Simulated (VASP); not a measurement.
```
Be3HgTe4
1.0
   -0.02241     5.83905     5.88567
    5.83905    -0.02241     5.88567
    2.90832     2.90832     0.00000
Hg Te Be
1 4 3
Direct
  0.99596   0.99596   0.00809
  0.14806   0.14806   0.20389
  0.13525   0.59497   0.26978
  0.59497   0.13525   0.26978
  0.62479   0.62479   0.25042
  0.99958   0.50156   0.99886
  0.50156   0.99958   0.99886
  0.49984   0.49984   0.00032
```

Method: PBEsol GGA, VASP's PBE PAW potentials (set 64) (plane waves; VASP 6.6.1). Run with 400 eV cut-off, 4×4×7 Γ-centred mesh, tetrahedra with Blöchl corrections, potentials Hg Te Be.

The cores are frozen, which limits the accuracy of field gradients.

### Question
Give the principal components of the electric field gradient (V/Å²) and the asymmetry η at each nucleus.

### Answer

```csv
atom,Vxx,Vyy,Vzz,η
Hg1,-59.0,-12.1,71.1,0.66
Te2,-24.4,-15.3,39.7,0.23
Te3,-27.6,-18.2,45.7,0.20
Te4,-27.6,-18.2,45.7,0.20
Te5,8.2,4.1,-12.4,0.33
Be6,-0.6,-0.3,0.9,0.30
Be7,-0.6,-0.3,0.9,0.30
Be8,0.4,0.4,-0.8,0.00
```

The structure was generated: Be3HgTe4 was put into an ordered model structure (Amm2), which need not be its known phase. It was relaxed first.
